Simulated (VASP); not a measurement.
**Lattice of SiC (Moissanite 3C) across functionals and dispersion corrections**

Aim: relax SiC (Moissanite 3C) at several levels and hold each cell against experiment. The levels: LDA, PBE, r2SCAN, PBE + D3(BJ), r2SCAN + rVV10, optB86b-vdW, BLYP + D3(BJ) and PBE + TS. The start is a cell from a database of measured crystal structures.

Calculated with VASP 6.6.1; LDA; plane waves and PAW (Si, C), in the first sound run; inputs show where later runs differ.

The experiments to compare with:

For SiC, 3C polytype (zincblende) (single crystals from silicon oxide and carbon black reaction at 2800 K, annealed in air), “On melting of silicon carbide under pressure” (2012, arxiv:1210.3244) quotes earlier work: lattice constant a (a of cubic 3C-SiC starting crystals) 4.357 Å [Starting-material characterisation; no method, uncertainty or temperature given].

## Step 1: Starting point

Before any relaxation, the start is as follows. Symmetry: F-43m, No. 216, cubic system. Conventional cell: a = 4.358 Å, b = 4.358 Å, c = 4.358 Å, α = 90.00°, β = 90.00°, γ = 90.00°. Si has 4 C at 1.89 Å nearest. Nearest to C lie 4 Si at 1.89 Å. Farther neighbours are not listed.

## Step 2: Relaxation with LDA

Properties are meant for the cell that this level of theory prefers, so cell and atoms are relaxed first (ISIF = 3) until forces and stress are small; EDIFFG sets the threshold. LDA, the lowest rung, knows the local density alone.

Input file INCAR:

```
SYSTEM = SiC
PREC = Accurate
ENCUT = 560
EDIFF = 1E-06
NELM = 100
ISMEAR = -1
SIGMA = 0.05
LREAL = .FALSE.
ALGO = Normal
GGA = CA
NBANDS = 10
LORBIT = 11
LWAVE = .FALSE.
LCHARG = .FALSE.
KPAR = 2
IBRION = 2
NSW = 60
ISIF = 3
EDIFFG = -0.01
```

Input file POSCAR:

```
SiC
1.0
    0.0000000000      2.1790000000      2.1790000000
    2.1790000000      0.0000000000      2.1790000000
    2.1790000000      2.1790000000      0.0000000000
Si C
1 1
Direct
    0.0000000000      0.0000000000      0.0000000000
    0.2500000000      0.2500000000      0.2500000000
```

Input file KPOINTS:

```
Automatic mesh
0
Gamma
10 10 10
0 0 0
```

Potentials, in the order of the species: Si and C (PBE family, release 64).

On the command line:

```
$ mpirun -np 2 vasp_std
```

Numbers of over 12 decimals in the logs are rounded to 6 here.

The program printed:

```text
[banner, memory and clock lines left out]
running    2 mpi-ranks, on    1 nodes
 distrk:  each k-point on    1 cores,    2 groups
 distr:  one band on    1 cores,    1 groups

 POSCAR found type information on POSCAR SiC
 POSCAR found :  2 types and       2 ions
|                                                                             |
|               ----> ADVICE to this user running VASP <----                  |
|                                                                             |
|     You enforced a specific xc type in the INCAR file but a different       |
|     [... a line on the potential file left out ...]
|     I HOPE YOU KNOW WHAT YOU ARE DOING!                                     |
|                                                                             |

 LDA part: xc-table for (Slater(with rela. corr.)+CA(PZ))
 , standard interpolation
 POSCAR, INCAR and KPOINTS ok, starting setup
 FFT: planning ... GRIDC
 FFT: planning ... GRID_SOFT
 FFT: planning ... GRID
 WAVECAR not read
 entering main loop
       N       E                     dE             d eps       ncg     rms          rms(c)
DAV:   1     0.231906870923E+01    0.23191E+01   -0.40743E+03   972   0.708E+02
DAV:   2    -0.178164361037E+02   -0.20136E+02   -0.18699E+02  1260   0.114E+02
DAV:   3    -0.185057670869E+02   -0.68933E+00   -0.68780E+00  1110   0.180E+01
DAV:   4    -0.185084405768E+02   -0.26735E-02   -0.26731E-02  1088   0.143E+00
DAV:   5    -0.185084533905E+02   -0.12814E-04   -0.12814E-04  1094   0.924E-02    0.823E+00
DAV:   6    -0.166735578980E+02    0.18349E+01   -0.70512E+00   980   0.127E+01    0.335E+00
DAV:   7    -0.166052581824E+02    0.68300E-01   -0.33759E-01  1092   0.365E+00    0.160E+00
DAV:   8    -0.165855116740E+02    0.19747E-01   -0.27961E-02  1002   0.106E+00    0.140E-01
DAV:   9    -0.165852743139E+02    0.23736E-03   -0.15812E-03  1134   0.233E-01    0.828E-02
DAV:  10    -0.165852847026E+02   -0.10389E-04   -0.11457E-04  1018   0.667E-02    0.246E-02
DAV:  11    -0.165852846991E+02    0.35112E-08   -0.46388E-06  1072   0.132E-02
   1 F= -.16585285E+02 E0= -.16585285E+02  d E =-.165853E+02
 curvature:   0.00 expect dE= 0.000E+00 dE for cont linesearch  0.000E+00
 trial: gam= 0.00000 g(F)=  0.448E-48 g(S)=  0.945E-02 ort = 0.000E+00 (trialstep = 0.100E+01)
 search vector abs. value=  0.945E-02
 bond charge predicted
       N       E                     dE             d eps       ncg     rms          rms(c)
DAV:   1    -0.165893314157E+02   -0.40467E-02   -0.18491E-01   942   0.311E+00    0.459E-01
DAV:   2    -0.165857969650E+02    0.35345E-02   -0.84569E-03   960   0.523E-01    0.224E-01
DAV:   3    -0.165850388771E+02    0.75809E-03   -0.11743E-03  1014   0.209E-01    0.615E-02
DAV:   4    -0.165849129478E+02    0.12593E-03   -0.18646E-04   990   0.673E-02    0.223E-02
DAV:   5    -0.165849103237E+02    0.26241E-05   -0.52639E-06  1038   0.153E-02    0.153E-02
DAV:   6    -0.165849100746E+02    0.24907E-06   -0.29782E-07   484   0.438E-03
   2 F= -.16584910E+02 E0= -.16584910E+02  d E =0.374625E-03
 trial-energy change:    0.000375  1 .order    0.000481   -0.009452    0.010413
 step:   0.4838(harm=  0.4758)  dis= 0.00000  next Energy=   -16.587583 (dE=-0.230E-02)
 bond charge predicted
       N       E                     dE             d eps       ncg     rms          rms(c)
DAV:   1    -0.165887734740E+02   -0.38632E-02   -0.48671E-02   940   0.158E+00    0.237E-01
DAV:   2    -0.165878354403E+02    0.93803E-03   -0.22743E-03   960   0.270E-01    0.116E-01
DAV:   3    -0.165876340052E+02    0.20144E-03   -0.30457E-04  1016   0.107E-01    0.329E-02
DAV:   4    -0.165875990159E+02    0.34989E-04   -0.50640E-05   996   0.349E-02    0.110E-02
DAV:   5    -0.165875982269E+02    0.78905E-06   -0.13152E-06   608   0.785E-03
   3 F= -.16587598E+02 E0= -.16587598E+02  d E =-.231353E-02
 curvature:  -0.24 expect dE=-0.897E-08 dE for cont linesearch -0.897E-08
 trial: gam=-0.00199 g(F)=  0.138E-46 g(S)=  0.377E-07 ort = 0.189E-04 (trialstep = 0.897E+00)
 search vector abs. value=  0.100E-09
 reached required accuracy - stopping structural energy minimisation
```

Run time: 11 s. Hardware: 2 MPI ranks of AMD EPYC 7R43, shared host; peak memory 0.19 GiB.

Lines that name or quote the potential files are left out of all logs, and their timing lines are given in words.

OUTCAR, selected parts (step 2):

```text
ion  position               nearest neighbor table
   1  0.000  0.000  0.000-   2 1.89   2 1.89   2 1.89   2 1.89
   2  0.250  0.250  0.250-   1 1.89   1 1.89   1 1.89   1 1.89

  LATTYP: Found a face centered cubic cell.
 ALAT       =     4.3580000000

 Subroutine GETGRP returns: Found 24 space group operations
 (whereof 24 operations were pure point group operations)

The static configuration has the point symmetry T_d .

 Found     47 irreducible k-points:

   k-points           NKPTS =     47   k-points in BZ     NKDIM =     47   number of bands    NBANDS=     10

   dimension x,y,z NGX =    24 NGY =   24 NGZ =   24
   dimension x,y,z NGXF=    48 NGYF=   48 NGZF=   48

   ENCUT  =  560.0 eV  41.16 Ry    6.42 a.u.   5.95  5.95  5.95*2*pi/ulx,y,z

   NELECT =       8.0000    total number of electrons

 k-points in reciprocal lattice and weights: Automatic mesh
   0.00000000  0.00000000  0.00000000       0.001
   0.10000000  0.00000000  0.00000000       0.008
   0.20000000  0.00000000  0.00000000       0.008
   0.30000000  0.00000000  0.00000000       0.008
   0.40000000  0.00000000  0.00000000       0.008
   0.50000000  0.00000000  0.00000000       0.004
   0.10000000  0.10000000  0.00000000       0.006
   0.20000000  0.10000000  0.00000000       0.024
   0.30000000  0.10000000  0.00000000       0.024
[...]
-0.30000000  0.40000000  0.20000000       0.024
  -0.30000000  0.50000000  0.20000000       0.012

 average (electrostatic) potential at core
       1 -79.7613       2 -44.6262

 E-fermi :   8.7248

 k-point     1 :       0.0000    0.0000    0.0000
  band No.  band energies     occupation
      1      -7.3805      2.00000
      2       8.0583      2.00000
      3       8.0583      2.00000
      4       8.0583      2.00000
      5      14.4903      0.00000
      6      15.3352      0.00000
      7      15.3352      0.00000
      8      15.3352      0.00000
      9      22.6920      0.00000
    ...

 k-point     2 :       0.1000    0.0000    0.0000
  band No.  band energies     occupation
      1      -7.1824      2.00000
      2       7.0546      2.00000
      3       7.9220      2.00000
      4       7.9220      2.00000
      5      14.6762      0.00000
      6      15.5810      0.00000
      7      15.5810      0.00000
      8      15.6608      0.00000
      9      21.6925      0.00000
    ...

 k-point     3 :       0.2000    0.0000    0.0000
  band No.  band energies     occupation
      1      -6.5961      2.00000
      2       4.9267      2.00000
      3       7.6099      2.00000
      4       7.6099      2.00000
      5      14.3309      0.00000
      6      15.9433      0.00000
      7      15.9433      0.00000
      8      16.8730      0.00000
      9      21.0037      0.00000
    ...

  Total       -0.0007220     -0.0007220     -0.0007220     -0.0000000      0.0000000      0.0000000
  in kB       -0.0566214     -0.0566214     -0.0566214     -0.0000000      0.0000000      0.0000000
  external PRESSURE =      -0.0566214 kB  Pullay stress =       0.0000000 kB

  energy-cutoff  :      560.00
  volume of cell :       20.43
      direct lattice vectors                 reciprocal lattice vectors
    -0.000000000  2.169809606  2.169809606    -0.230434965  0.230434965  0.230434965
     2.169809606 -0.000000000  2.169809606     0.230434965 -0.230434965  0.230434965
     2.169809606  2.169809606  0.000000000     0.230434965  0.230434965 -0.230434965

 POSITION                                       TOTAL-FORCE (eV/Angst)
 -----------------------------------------------------------------------------------
     -0.00000      0.00000      0.00000        -0.000000     -0.000000     -0.000000
      1.08490      1.08490      1.08490         0.000000      0.000000      0.000000
 -----------------------------------------------------------------------------------
    total drift:                                0.000000      0.000000      0.000000

  FREE ENERGIE OF THE ION-ELECTRON SYSTEM (eV)
  ---------------------------------------------------
  free  energy   TOTEN  =       -16.5875982269 eV

  energy  without entropy=      -16.5875981965  energy(sigma->0) =      -16.58759821

 reached required accuracy - stopping structural energy minimisation

 total charge
# of ion       s       p       d       tot
------------------------------------------
    1        0.708   0.984   0.000   1.692
    2        0.822   1.721   0.000   2.543
--------------------------------------------------
tot          1.530   2.705   0.000   4.235

[... 3 further parts left out ...]
```

CONTCAR:

```
SiC
   1.00000000000000
    -0.0000000000000000    2.1698096056549447    2.1698096056549447
     2.1698096056549447   -0.0000000000000000    2.1698096056549447
     2.1698096056549447    2.1698096056549447    0.0000000000000000
  Si              C
     1     1
Direct
     0.0000000000000000    0.0000000000000000    0.0000000000000000
     0.2500000000000000    0.2500000000000000    0.2500000000000000
```

The gap is read on the k-mesh alone, so it is an upper bound where the band edges lie off the mesh. The PAW data sets were made with PBE, though LDA sets exist; this is a small mismatch. The run keeps the 24 symmetry operations of its start, so it cannot find a distortion of lower symmetry.

The steps of the relaxation:

```
step  energy less that of the first step (eV)  largest force (eV/Å)  pressure (GPa)  volume (Å³)
   1                                   0.0000                0.0000           -2.80        20.69
   2                                   0.0004                0.0000            3.17        20.16
   3                                  -0.0023                0.0000           -0.01        20.43
```

```
conventional cell, symmetrised  before  after  change
                         a (Å)   4.358  4.340  -0.4 %
                         b (Å)   4.358  4.340  -0.4 %
                         c (Å)   4.358  4.340  -0.4 %
              volume (Å³/atom)   10.35  10.22  -1.3 %
```

Final coordinates:

```xyz
2
Lattice="0.0000 2.1698 2.1698 2.1698 0.0000 2.1698 2.1698 2.1698 0.0000" Properties=species:S:1:pos:R:3 pbc="T T T"
Si    0.0000    0.0000    0.0000
C     1.0849    1.0849    1.0849
```

This step gave:

```yaml
electrons: 8
bands: 10
irreducible_k_points: 47
symmetry_operations: 24
free_energy_toten: -16.59 eV
fermi_energy: 8.725 eV
pressure: -0.005662 GPa
metallic: no
valence_top_at_k: 0, 0, 0
conduction_bottom_at_k: 0.5, 0.5, 0
least_direct_gap_at_k: 0.5, 0.5, 0
scf_cycles_over_all_ionic_steps: 22
gap_on_the_k_mesh: 1.295 eV
least_direct_gap_on_the_k_mesh: 4.532 eV
```

It ends with forces that vanish by symmetry and a pressure of -0.01 GPa. The volume lies -1.3 % from that of the database's start, which holds the thermal and zero-point expansion of its experiment. The conventional cell has a = 4.340 Å.

## Step 3: Relaxation with PBE

This step: PBE; plane waves and PAW (Si, C) (VASP 6.6.1).

PBE, the usual starting point, adds the gradient of the density.

Edit INCAR of step 2 so:

```diff
@@ -9,3 +9,3 @@
 ALGO = Normal
-GGA = CA
+GGA = PE
 NBANDS = 10
```

POSCAR is that of step 2.

KPOINTS is that of step 2.

On the command line:

```
$ mpirun -np 2 vasp_std
```

The program printed:

```text
[banner, memory and clock lines left out]
running    2 mpi-ranks, on    1 nodes
 distrk:  each k-point on    1 cores,    2 groups
 distr:  one band on    1 cores,    1 groups

 POSCAR found type information on POSCAR SiC
 POSCAR found :  2 types and       2 ions
 LDA part: xc-table for (Slater+PW92), standard interpolation
 POSCAR, INCAR and KPOINTS ok, starting setup
 FFT: planning ... GRIDC
 FFT: planning ... GRID_SOFT
 FFT: planning ... GRID
 WAVECAR not read
 entering main loop
       N       E                     dE             d eps       ncg     rms          rms(c)
DAV:   1     0.389661688432E+01    0.38966E+01   -0.40795E+03   972   0.708E+02
DAV:   2    -0.162143510308E+02   -0.20111E+02   -0.18684E+02  1254   0.114E+02
DAV:   3    -0.169100328409E+02   -0.69568E+00   -0.69413E+00  1108   0.180E+01
DAV:   4    -0.169127058174E+02   -0.26730E-02   -0.26726E-02  1090   0.143E+00
DAV:   5    -0.169127185615E+02   -0.12744E-04   -0.12744E-04  1102   0.923E-02    0.881E+00
DAV:   6    -0.151160746523E+02    0.17966E+01   -0.67548E+00   976   0.125E+01    0.389E+00
DAV:   7    -0.150654948127E+02    0.50580E-01   -0.37249E-01  1106   0.378E+00    0.178E+00
DAV:   8    -0.150578070189E+02    0.76878E-02   -0.20520E-02   968   0.103E+00    0.163E-01
DAV:   9    -0.150579507314E+02   -0.14371E-03   -0.14383E-03  1230   0.233E-01    0.113E-01
DAV:  10    -0.150580574783E+02   -0.10675E-03   -0.20801E-04  1034   0.967E-02    0.240E-02
DAV:  11    -0.150580594989E+02   -0.20205E-05   -0.37128E-05  1058   0.340E-02    0.587E-03
DAV:  12    -0.150580598946E+02   -0.39574E-06   -0.14360E-06   580   0.829E-03
   1 F= -.15058060E+02 E0= -.15058060E+02  d E =-.150581E+02
 curvature:   0.00 expect dE= 0.000E+00 dE for cont linesearch  0.000E+00
 trial: gam= 0.00000 g(F)=  0.209E-47 g(S)=  0.120E-01 ort = 0.000E+00 (trialstep = 0.100E+01)
 search vector abs. value=  0.120E-01
 bond charge predicted
       N       E                     dE             d eps       ncg     rms          rms(c)
DAV:   1    -0.150629174162E+02   -0.48579E-02   -0.22336E-01   944   0.334E+00    0.526E-01
DAV:   2    -0.150589132201E+02    0.40042E-02   -0.10064E-02   968   0.561E-01    0.261E-01
DAV:   3    -0.150580797679E+02    0.83345E-03   -0.12959E-03  1022   0.221E-01    0.739E-02
DAV:   4    -0.150579239950E+02    0.15577E-03   -0.22126E-04   966   0.737E-02    0.310E-02
DAV:   5    -0.150579197113E+02    0.42837E-05   -0.77745E-06  1056   0.178E-02    0.195E-02
DAV:   6    -0.150579181630E+02    0.15483E-05   -0.79846E-07   498   0.651E-03    0.506E-03
DAV:   7    -0.150579184513E+02   -0.28825E-06   -0.16862E-07   482   0.258E-03
   2 F= -.15057918E+02 E0= -.15057918E+02  d E =0.141443E-03
 trial-energy change:    0.000141  1 .order   -0.000005   -0.011970    0.011961
 step:   0.4910(harm=  0.5002)  dis= 0.00000  next Energy=   -15.060981 (dE=-0.292E-02)
 bond charge predicted
       N       E                     dE             d eps       ncg     rms          rms(c)
DAV:   1    -0.150622392652E+02   -0.43211E-02   -0.58533E-02   944   0.173E+00    0.269E-01
DAV:   2    -0.150612113396E+02    0.10279E-02   -0.25577E-03   970   0.285E-01    0.133E-01
DAV:   3    -0.150609988727E+02    0.21247E-03   -0.34730E-04  1020   0.114E-01    0.364E-02
DAV:   4    -0.150609637149E+02    0.35158E-04   -0.56261E-05   972   0.373E-02    0.163E-02
DAV:   5    -0.150609638889E+02   -0.17408E-06   -0.20063E-06   694   0.914E-03
   3 F= -.15060964E+02 E0= -.15060964E+02  d E =-.290399E-02
 curvature:  -0.25 expect dE=-0.751E-08 dE for cont linesearch -0.751E-08
 trial: gam=-0.00158 g(F)=  0.608E-47 g(S)=  0.301E-07 ort = 0.190E-04 (trialstep = 0.898E+00)
 search vector abs. value=  0.100E-09
 reached required accuracy - stopping structural energy minimisation
```

Elapsed: 13 s, on 2 MPI ranks; peak memory 0.21 GiB; 25 s of CPU time.

From OUTCAR (step 3):

```text
The static configuration has the point symmetry T_d .

 Found     47 irreducible k-points:

   NELECT =       8.0000    total number of electrons

 E-fermi :   8.6498

 k-point     1 :       0.0000    0.0000    0.0000
  band No.  band energies     occupation
      1      -7.3449      2.00000
      2       7.9456      2.00000
      3       7.9456      2.00000
      4       7.9456      2.00000
      5      14.0107      0.00000
      6      15.1538      0.00000
      7      15.1538      0.00000
      8      15.1538      0.00000
      9      22.3687      0.00000
    ...

 k-point     2 :       0.1000    0.0000    0.0000
  band No.  band energies     occupation
      1      -7.1518      2.00000
      2       6.9389      2.00000
      3       7.8123      2.00000
      4       7.8123      2.00000
      5      14.2927      0.00000
      6      15.3950      0.00000
      7      15.3950      0.00000
      8      15.4095      0.00000
      9      21.4344      0.00000
    ...

  Total        0.0006444      0.0006444      0.0006444      0.0000000      0.0000000      0.0000000
  in kB        0.0491847      0.0491847      0.0491847      0.0000000      0.0000000      0.0000000
  external PRESSURE =       0.0491847 kB  Pullay stress =       0.0000000 kB

  energy-cutoff  :      560.00
  volume of cell :       20.99
      direct lattice vectors                 reciprocal lattice vectors
     0.000000000  2.189496876  2.189496876    -0.228362966  0.228362966  0.228362966
     2.189496876  0.000000000  2.189496876     0.228362966 -0.228362966  0.228362966
     2.189496876  2.189496876 -0.000000000     0.228362966  0.228362966 -0.228362966

 POSITION                                       TOTAL-FORCE (eV/Angst)
 -----------------------------------------------------------------------------------
      0.00000      0.00000      0.00000        -0.000000     -0.000000     -0.000000
      1.09475      1.09475      1.09475         0.000000      0.000000      0.000000
 -----------------------------------------------------------------------------------
    total drift:                                0.000000      0.000000      0.000000

  FREE ENERGIE OF THE ION-ELECTRON SYSTEM (eV)
  ---------------------------------------------------
  free  energy   TOTEN  =       -15.0609638889 eV

  energy  without entropy=      -15.0609638740  energy(sigma->0) =      -15.06096388

 total charge
# of ion       s       p       d       tot
------------------------------------------
    1        0.706   0.961   0.000   1.668
    2        0.835   1.696   0.000   2.530
--------------------------------------------------
tot          1.541   2.657   0.000   4.198

[... 8 parts as in an earlier step ...]

[... 5 further parts left out ...]
```

CONTCAR:

```
SiC
   1.00000000000000
     0.0000000000000000    2.1894968764447662    2.1894968764447662
     2.1894968764447662    0.0000000000000000    2.1894968764447662
     2.1894968764447662    2.1894968764447662   -0.0000000000000000
  Si              C
     1     1
Direct
     0.0000000000000000    0.0000000000000000    0.0000000000000000
     0.2500000000000000    0.2500000000000000    0.2500000000000000
```

Step by step:

```
step  energy less that of the first step (eV)  largest force (eV/Å)  pressure (GPa)  volume (Å³)
   1                                   0.0000                0.0000            3.15        20.69
   2                                   0.0001                0.0000           -3.06        21.31
   3                                  -0.0029                0.0000            0.00        20.99
```

```
conventional cell, symmetrised  before  after  change
                         a (Å)   4.358  4.379  +0.5 %
                         b (Å)   4.358  4.379  +0.5 %
                         c (Å)   4.358  4.379  +0.5 %
              volume (Å³/atom)   10.35  10.50  +1.5 %
```

The relaxed structure:

```cif
data_structure
_symmetry_space_group_name_H-M 'P 1'
_symmetry_Int_Tables_number 1
_cell_length_a 3.0964
_cell_length_b 3.0964
_cell_length_c 3.0964
_cell_angle_alpha 60.000
_cell_angle_beta 60.000
_cell_angle_gamma 60.000
_cell_volume 20.99
loop_
_atom_site_label
_atom_site_type_symbol
_atom_site_fract_x
_atom_site_fract_y
_atom_site_fract_z
_atom_site_occupancy
Si1 Si 0.00000 0.00000 0.00000 1
C2 C 0.25000 0.25000 0.25000 1
```

This step gave:

```
free energy (TOTEN)             : -15.06 eV
Fermi energy                    : 8.650 eV
pressure                        : 0.004918 GPa
SCF cycles over all ionic steps : 24
gap on the k-mesh               : 1.371 eV
least direct gap on the k-mesh  : 4.527 eV
```

It ends at 10.50 Å³/atom, +1.5 % from the start, with 0.00 GPa left. The conventional cell has a = 4.379 Å.

(Continued in part 2 of 3.)

[Lines on the potential files, build, host, timing and source positions are cut from VASP's logs without a mark.]

[Logs are printed without paths, hosts, clocks, repeated set-up lines and the standing remarks that a program may print on its own settings, such as how far it seeks lower states.]

[Hosts, paths, dates, database ids (printed as entryN), source tags and the programs' standing remarks are cut or masked in the printed files.]

[Measured values are set beside computed ones only where the two were judged alike; some that the calculation misses by far are left out.]
